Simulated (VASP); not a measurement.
Here is the system:

```yaml
crystal:
  lattice:
    - [3.14390, 0.00000, 0.00000]
    - [0.00000, 3.14390, 0.00000]
    - [0.00000, 0.00000, 3.14390]
  atoms:
    - { symbol: Mo, position: [0.00000, 0.00000, 0.00000] }
    - { symbol: Se, position: [0.50000, 0.50000, 0.50000] }
```

Level of theory: PBE GGA, VASP's PBE PAW potentials (set 64) (plane waves; VASP 6.6.1). Settings: 400 eV cut-off, 13×13×13 Γ-centred mesh, tetrahedra with Blöchl corrections, potentials Mo_sv Se.

Q: Predict the energy per atom (σ→0), band gap (on the k-mesh) with the smallest direct gap where there is one.

A: 
band gap (on the k-mesh): none (metal, semimetal or under 0.01 eV)
energy per atom (σ→0): -7.112 eV/atom

The structure was generated: MoSe was put into the CsCl type type (Pm-3m), which need not be its known phase. It was relaxed first, which changed the volume by -31 %.
